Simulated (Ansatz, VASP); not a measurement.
# One calculation of ScF3, two programs

File INCAR:

```
SYSTEM = ScF3
PREC = Accurate
ENCUT = 520
EDIFF = 1E-6
ISMEAR = 0
SIGMA = 0.05
LREAL = .FALSE.
LASPH = .TRUE.
NELM = 80
ALGO = Normal
ISIF = 2
LWAVE = .FALSE.
LCHARG = .FALSE.
GGA = CA
NBANDS = 24
```

Contents of KPOINTS:

```
Automatic mesh
0
G
  6 6 6
  0 0 0
```

POSCAR

```
ScF3
1.0
    4.3334460000      0.0000000000      0.0000000000
    0.0000000000      4.3334460000      0.0000000000
    0.0000000000      0.0000000000      4.3334460000
Sc F
1 3
Direct
    0.0000000000      0.0000000000      0.0000000000
    0.5000000000      0.0000000000      0.0000000000
    0.0000000000      0.5000000000      0.0000000000
    0.0000000000      0.0000000000      0.5000000000
```

Input for Ansatz:

```yaml
crystal:
  lattice:
    - [4.333446, 0.0, 0.0]
    - [0.0, 4.333446, 0.0]
    - [0.0, 0.0, 4.333446]
  atoms:
    - { symbol: Sc, position: [0.0, 0.0, 0.0] }
    - { symbol: F, position: [0.5, 0.0, 0.0] }
    - { symbol: F, position: [0.0, 0.5, 0.0] }
    - { symbol: F, position: [0.0, 0.0, 0.5] }
basis:
  ecutwfc: 420
kpoints:
  mp_grid: { grid: [6, 6, 6] }
hamiltonian:
  xc: lda
scf:
  occupations: { method: gaussian, width: 0.05 }
output:
  forces: true
  stress: true
  eigenvalues: true
```

Change from the starting cell: strain +0.080 along x and y, +0.080 along z, atoms carried along.

Alike in both runs: task single point; functional LDA; k mesh 6 × 6 × 6; occupations gaussian, width 0.05 eV; no spin polarisation.

|  | VASP | Ansatz |
| --- | --- | --- |
| version | VASP 6.6.1 | Ansatz 0.2.0 |
| potentials or method | VASP PAW LDA potentials, release 64 (Sc_sv, F) | scalar-relativistic, plane waves, PAW |
| plane-wave cutoff (eV) | 520 | 420 |
| valence electrons in the cell | 32 | 32 |

Ansatz gave:

| Item | Value |
| --- | --- |
| gap on the k mesh at the Fermi level (eV) | 5.00 |
| least direct gap on the mesh (eV) | 5.41 |
| pressure (GPa) | -15.6 |

Question: Estimate VASP's values.

Answer: gap on the k mesh at the Fermi level (eV): 4.98; least direct gap on the mesh (eV): 5.38; pressure (GPa): -15.4.

Caveats: so large a pressure means that the cell lies far from this level's equilibrium, or that cutoff or potentials fall short (VASP). A k mesh can miss the band edges.
